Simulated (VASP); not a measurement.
Input:

```
CELL_PARAMETERS angstrom
      1.45176    -2.51452     0.00000
      1.45176     2.51452     0.00000
      0.00000     0.00000     2.82998
ATOMIC_POSITIONS crystal
  W  0.00000 0.00000 0.00000
  C  0.33333 0.66667 0.50000
```

These are SCAN meta-GGA, VASP's PBE PAW potentials (set 64) (plane waves; VASP 6.6.1) values and carry that method's errors. Settings: 520 eV cut-off, 16×16×14 Γ-centred mesh, tetrahedra with Blöchl corrections, potentials W_sv C.

Unless said otherwise, spin-orbit coupling is left out, though it shifts the bands of the heavy elements here.

**Question.** What does the run give for the energy per atom (σ→0), band gap (over mesh and band path) with the smallest direct gap where there is one?

**Answer.** 
```json
{
 "band gap (over mesh and band path)": "none (metal, semimetal or under 0.01 eV)",
 "energy per atom (σ→0)": "-39.961 eV/atom"
}
```

The compound is WC in the wc structure. It was relaxed first.
